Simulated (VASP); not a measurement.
Crystal: TiC.

```
Ti C
1.0
     0.00000    2.15930    2.15930
     2.15930    0.00000    2.15930
     2.15930    2.15930    0.00000
Ti C
1 1
Direct
  0.00000 0.00000 0.00000
  0.50000 0.50000 0.50000
```

Base run:

```yaml
Program: VASP 6.6.1
Functional: PBE
Potentials_or_basis: VASP PAW PBE potentials, release 64 (Ti_sv, C)
Cutoff: 520 eV
k_mesh: 18 × 18 × 18
Occupations: gaussian, width 0.1 eV
Spin: no spin polarisation
```

Its results: band gap on the k mesh none (metal or under the smearing width); pressure 2.7 GPa.

Problem. After a change of settings the same cell gave: band gap on the k mesh none (metal or under the smearing width); pressure 1.8 GPa. Which change was it?
A. k mesh from 18 × 18 × 18 to 4 × 4 × 4
B. k mesh from 18 × 18 × 18 to 10 × 10 × 10
C. k mesh from 18 × 18 × 18 to 6 × 6 × 6
D. k mesh from 18 × 18 × 18 to 12 × 12 × 12

Solution. A.

Caveats: some runs use coarse meshes.
